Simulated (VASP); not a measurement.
Write the native input for VASP 6.6.1 that does the following.

| Property | Result |
| --- | --- |
| Task | single point |
| Functional | TB-mBJ |
| Potentials or basis | VASP PAW PBE potentials, release 64 (Ge_d) |
| Cutoff | 520 eV |
| k mesh | 10 × 10 × 10 |
| Occupations | fermi-dirac, width 0.05 eV |
| Spin | no spin polarisation |
| Further INCAR settings | ALGO = Normal; EDIFF = 1e-07; NBANDS = 21 |

Ge:

```xyz
2
Lattice="0.0000 2.8289 2.8289 2.8289 0.0000 2.8289 2.8289 2.8289 0.0000" Properties=species:S:1:pos:R:3 pbc="T T T"
Ge    2.8289    2.8289    2.8289
Ge    4.2434    4.2434    4.2434
```

These files were run (other wordings do the same):

POSCAR

```
Ge
1.0
    0.0000000000      2.8289100000      2.8289100000
    2.8289100000      0.0000000000      2.8289100000
    2.8289100000      2.8289100000      0.0000000000
Ge
2
Direct
    0.5000000000      0.5000000000      0.5000000000
    0.7500000000      0.7500000000      0.7500000000
```

INCAR.step1

```
SYSTEM = Ge
PREC = Accurate
ENCUT = 520
EDIFF = 1E-5
ISMEAR = -1
SIGMA = 0.05
LREAL = .FALSE.
LASPH = .TRUE.
NELM = 60
ALGO = Normal
ISIF = 2
LWAVE = .TRUE.
LCHARG = .FALSE.
NBANDS = 21
GGA = PE
```

INCAR.step2

```
SYSTEM = Ge
PREC = Accurate
ENCUT = 520
EDIFF = 1E-7
ISMEAR = -1
SIGMA = 0.05
LREAL = .FALSE.
LASPH = .TRUE.
NELM = 60
ALGO = Normal
ISIF = 2
LWAVE = .FALSE.
LCHARG = .FALSE.
METAGGA = MBJ
NBANDS = 21
ISTART = 1
```

KPOINTS

```
Automatic mesh
0
G
  10 10 10
  0 0 0
```

Potentials or basis: VASP PAW PBE potentials, release 64 (Ge_d).

Command:

```bash
$ cat potpaw_PBE.64/Ge_d/POTCAR > POTCAR
$ cp INCAR.step1 INCAR
$ mpirun -np 1 vasp_std > vasp.out
$ cp INCAR.step2 INCAR
$ mpirun -np 1 vasp_std > vasp.out
```

It gave:

```
Band gap on the k mesh : 0.71 eV, indirect (least direct gap 0.75 eV)
```

It took 63 s on 1 thread of Intel(R) Xeon(R) 6975P-C (Granite Rapids) (shared host), peak memory 0.19 GiB.
